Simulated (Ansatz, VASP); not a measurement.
# Cross-check of AlSi6As between VASP and Ansatz, part 2 of 2

One calculation is typed for both programs; each brings its own data sets. How far apart do they land? The cell is generated by rule, not measured, and may not be a known phase. The cell is taken from a series of runs on this material, whose earlier steps may have relaxed, scaled, displaced or heated it; both programs get it as it stands.

VASP 6.6.1 and Ansatz 0.2.0.

So far: The structure; Ansatz: relaxation of cell and atoms, LDA; VASP: relaxation of cell and atoms, LDA.

### 3. VASP: relaxation of cell and atoms, LDA (continued)

Level of this step: LDA; plane waves and PAW (Al, As, Si); invented cell (VASP).

Numbers of over 12 decimals in the logs are rounded to 6 here.

Parts of OUTCAR (step 3):

```text
ion  position               nearest neighbor table
   1  0.000  0.000  0.000-   2 2.38   8 2.38   8 2.38   2 2.38
   2  0.500  0.000  0.125-   1 2.38   3 2.38   3 2.38   1 2.38
   3  0.500  0.500  0.250-   2 2.38   4 2.38   2 2.38   4 2.38
   4  0.000  0.500  0.375-   3 2.38   5 2.38   5 2.38   3 2.38
   5  0.000  0.000  0.500-   4 2.38   6 2.38   4 2.38   6 2.38
   6  0.500  0.000  0.625-   5 2.38   7 2.38   7 2.38   5 2.38
   7  0.500  0.500  0.750-   6 2.38   8 2.38   6 2.38   8 2.38
   8  0.000  0.500  0.875-   1 2.38   7 2.38   1 2.38   7 2.38

  LATTYP: Found a simple tetragonal cell.
 ALAT       =     3.8802484618
 C/A-ratio  =     2.8284271247

 Subroutine GETGRP returns: Found  4 space group operations
 (whereof  4 operations were pure point group operations)

The static configuration has the point symmetry C_2v.

 Found     32 irreducible k-points:

   k-points           NKPTS =     32   k-points in BZ     NKDIM =     32   number of bands    NBANDS=     24

   dimension x,y,z NGX =    28 NGY =   28 NGZ =   80
   dimension x,y,z NGXF=    56 NGYF=   56 NGZF=  160

   ENCUT  =  500.0 eV  36.75 Ry    6.06 a.u.   7.07  7.07 20.01*2*pi/ulx,y,z

   NELECT =      32.0000    total number of electrons

 k-points in reciprocal lattice and weights: Automatic mesh
   0.00000000  0.00000000  0.00000000       0.014
   0.16666667  0.00000000  0.00000000       0.028
   0.00000000  0.16666667  0.00000000       0.028
   0.33333333  0.00000000  0.00000000       0.028
   0.00000000  0.33333333  0.00000000       0.028
   0.50000000  0.00000000  0.00000000       0.014
   0.00000000  0.50000000  0.00000000       0.014
   0.16666667  0.16666667  0.00000000       0.056
   0.33333333  0.16666667  0.00000000       0.056
[...]
-0.33333333  0.50000000  0.50000000       0.028
   0.50000000  0.50000000  0.50000000       0.014

 average (electrostatic) potential at core
       1 -72.5657       2 -52.4748       3 -85.9876       4 -85.3716       5 -85.2781
       6 -85.1318       7 -85.0837       8 -84.5114

 E-fermi :   5.9062

 k-point     1 :       0.0000    0.0000    0.0000
  band No.  band energies     occupation
    ...
     12       3.8273      2.00000
     13       3.9788      2.00000
     14       5.3026      2.00000
     15       5.3550      2.00000
     16       5.7144      1.99331
     17       6.0132      0.13013
     18       6.0420      0.05474
     19       6.4411      0.00000
     20       6.8001      0.00000
     21       7.9227      0.00000
    ...

 k-point     2 :       0.1667    0.0000    0.0000
  band No.  band energies     occupation
    ...
     11       3.2743      2.00000
     12       3.4630      2.00000
     13       3.8482      2.00000
     14       4.0971      2.00000
     15       4.6737      2.00000
     16       5.9708      0.36117
     17       6.1384      0.00103
     18       6.8548      0.00000
     19       7.4494      0.00000
     20       7.8856      0.00000
    ...

 k-point     3 :       0.0000    0.1667    0.0000
  band No.  band energies     occupation
    ...
     12       3.4879      2.00000
     13       3.9451      2.00000
     14       4.4475      2.00000
     15       4.6975      2.00000
     16       5.1840      2.00000
     17       6.1716      0.00017
     18       7.1682      0.00000
     19       7.5008      0.00000
     20       7.8151      0.00000
     21       8.2024      0.00000
    ...

  Total        0.0058221      0.0058221     -0.0083933     -0.0112002      0.0000000      0.0000000
  in kB        0.0568739      0.0568739     -0.0819912     -0.1094105      0.0000000      0.0000000
  external PRESSURE =       0.0105855 kB  Pullay stress =       0.0000000 kB

  energy-cutoff  :      500.00
  volume of cell :      164.01
      direct lattice vectors                 reciprocal lattice vectors
     2.738813535  2.738813535  0.000000000     0.182560804  0.182560804  0.000000000
    -2.733402579  2.733402579  0.000000000    -0.182922195  0.182922195  0.000000000
     0.000000000  0.000000000 10.954221152     0.000000000  0.000000000  0.091289010

 POSITION                                       TOTAL-FORCE (eV/Angst)
 -----------------------------------------------------------------------------------
      0.00000      0.00000     10.88788         0.000000      0.000000      0.004537
      1.36941      1.36941      1.43895        -0.000000     -0.000000      0.000675
      0.00271      2.73611      2.85361         0.000000      0.000000      0.001443
     -1.36670      1.36670      4.15818         0.000000      0.000000     -0.001625
      0.00000      0.00000      5.49251         0.000000      0.000000     -0.004008
      1.36941      1.36941      6.82078         0.000000     -0.000000     -0.004547
      0.00271      2.73611      8.16483         0.000000      0.000000      0.002194
     -1.36670      1.36670      9.47724         0.000000      0.000000      0.001330
 -----------------------------------------------------------------------------------
    total drift:                               -0.000000     -0.000000     -0.000035

  FREE ENERGIE OF THE ION-ELECTRON SYSTEM (eV)
  ---------------------------------------------------
  free  energy   TOTEN  =       -45.3766637976 eV

  energy  without entropy=      -45.3711357390  energy(sigma->0) =      -45.37389977

 reached required accuracy - stopping structural energy minimisation

 total charge
# of ion       s       p       d       tot
------------------------------------------
    1        0.432   0.409   0.000   0.841
    2        1.214   1.638   0.039   2.891
    3        0.766   0.888   0.000   1.655
    4        0.760   0.955   0.000   1.715
    5        0.759   0.946   0.000   1.706
    6        0.763   0.942   0.000   1.705
    7        0.758   0.937   0.000   1.695
    8        0.766   0.982   0.000   1.748
--------------------------------------------------
tot          6.218   7.697   0.039  13.954

[... 3 further parts left out ...]
```

The run keeps the 4 symmetry operations of its start, so it cannot find a distortion of lower symmetry.

### 4. Differences

Known differences besides the potentials themselves: the two LDA forms differ slightly; the data sets hold 42 valence electrons in Ansatz (on its default PAW (the set named soft_2) files) and 32 in VASP; the cutoff is 420 eV in Ansatz and 500 eV in VASP; VASP's log shows a relativistic correction to its local exchange, Ansatz's none; Ansatz adds a Pulay correction to the stress that steers its cell, VASP none. Total energies have different zeros and are not compared.

Compared:

| quantity | Ansatz | VASP | difference |
| --- | --- | --- | --- |
| volume (Å³) | 163.93 | 164.01 | -0.05 % |
| edge a after relaxation, in the typed setting (Å) | 3.873 | 3.873 | -0.02 % |
| edge b after relaxation, in the typed setting (Å) | 3.869 | 3.866 | +0.08 % |
| edge c after relaxation, in the typed setting (Å) | 10.942 | 10.954 | -0.11 % |

### 5. Results

```
difference in edge c after relaxation, in the typed setting (relaxation of cell and atoms, LDA) : -0.11 %
```

In words: The difference in edge c after relaxation, in the typed setting is -0.11 % (relaxation of cell and atoms, LDA), within the 1.2 % picked in this series as the mark of a large difference, as far as the stopping tolerances let one tell. The data sets hold unlike numbers of valence electrons (42 in Ansatz and 32 in VASP), so part of the differences comes from the potentials. How closely two codes agree says nothing of how well the functional describes the real material.

[Lines on the potential files, build, host, timing and source positions are cut from VASP's logs without a mark.]

[Logs are printed without paths, hosts, clocks, repeated set-up lines and the standing remarks that a program may print on its own settings, such as how far it seeks lower states.]

[Hosts, paths, dates, database ids (printed as entryN), source tags and the programs' standing remarks are cut or masked in the printed files.]
